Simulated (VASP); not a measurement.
A convergence study with VASP on Mo (bcc): a few settings are varied, all else stays as given below, so the limit is that of these other settings. The cell's lengths are 1 % over those of the tabulated start, so it is off equilibrium.

```xyz
1
Lattice="-1.5908 1.5908 1.5908 1.5908 -1.5908 1.5908 1.5908 1.5908 -1.5908" Properties=species:S:1:pos:R:3 pbc="T T T"
Mo     0.0000     0.0000     0.0000
```

Calculation: LDA (Ceperley-Alder, Perdew-Zunger), VASP's LDA PAW potentials (set 64) (plane waves; VASP 6.6.1). The last row used: ADDGRID = .TRUE., 500 eV cut-off, 18×18×18 Γ-centred mesh, first-order Methfessel-Paxton smearing of 0.10 eV, potentials Mo_sv.

```csv
setting,E (eV/atom),pressure (GPa),plane waves
"ADDGRID = unset, ENCUT = 200, PREC = Low",-11.8217,-81.94,116
"ADDGRID = unset, ENCUT = 200, PREC = Normal",-11.8228,-82.07,116
"ADDGRID = .TRUE., ENCUT = 200, PREC = Normal",-11.8228,-82.12,116
"ADDGRID = unset, ENCUT = 200, PREC = Accurate",-11.8336,-82.05,116
"ADDGRID = .TRUE., ENCUT = 200, PREC = Accurate",-11.8336,-82.05,116
"ADDGRID = unset, ENCUT = 300, PREC = Low",-12.0820,-16.57,201
"ADDGRID = unset, ENCUT = 300, PREC = Normal",-12.0832,-16.74,201
"ADDGRID = .TRUE., ENCUT = 300, PREC = Normal",-12.0832,-16.75,201
"ADDGRID = unset, ENCUT = 300, PREC = Accurate",-12.0828,-16.75,201
"ADDGRID = .TRUE., ENCUT = 300, PREC = Accurate",-12.0828,-16.75,201
"ADDGRID = unset, ENCUT = 400, PREC = Low",-12.0761,-16.64,321
"ADDGRID = unset, ENCUT = 400, PREC = Normal",-12.0773,-16.80,321
"ADDGRID = .TRUE., ENCUT = 400, PREC = Normal",-12.0773,-16.81,321
"ADDGRID = unset, ENCUT = 400, PREC = Accurate",-12.0772,-16.81,321
"ADDGRID = .TRUE., ENCUT = 400, PREC = Accurate",-12.0772,-16.81,321
"ADDGRID = unset, ENCUT = 500, PREC = Low",-12.0773,-16.04,420
"ADDGRID = unset, ENCUT = 500, PREC = Normal",-12.0778,-16.13,420
"ADDGRID = .TRUE., ENCUT = 500, PREC = Normal",-12.0778,-16.13,420
"ADDGRID = unset, ENCUT = 500, PREC = Accurate",-12.0778,-16.13,420
"ADDGRID = .TRUE., ENCUT = 500, PREC = Accurate",-12.0778,-16.13,420
```

Left out are rungs that failed or repeat a setting and relaxations that didn't move; long series are thinned to 24 rows.

The compound is Mo in the bcc structure. The cell was not relaxed at this level.
